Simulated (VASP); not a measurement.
Consider the following.

```
CELL_PARAMETERS angstrom
     -1.57574     1.57574     1.57574
      1.57574    -1.57574     1.57574
      1.57574     1.57574    -1.57574
ATOMIC_POSITIONS crystal
  W  0.00000 0.00000 0.00000
```

Calculation: AM05 GGA, VASP's PBE PAW potentials (set 64) (plane waves; VASP 6.6.1). Settings: 520 eV cut-off, 16×16×16 Γ-centred mesh, first-order Methfessel-Paxton smearing of 0.10 eV, potentials W_sv.

Unless said otherwise, spin-orbit coupling is left out, though it shifts the bands of the heavy elements here.

Problem. Predict the energy per atom (σ→0), band gap (on the k-mesh) with the smallest direct gap where there is one.

Solution. 
```yaml
band gap (on the k-mesh): none (metal, semimetal or under 0.01 eV)
energy per atom (σ→0): -13.588 eV/atom
```

Total energies compare only between runs with the same potentials, cut-off and functional.

The compound is W in the bcc structure. It was relaxed first.
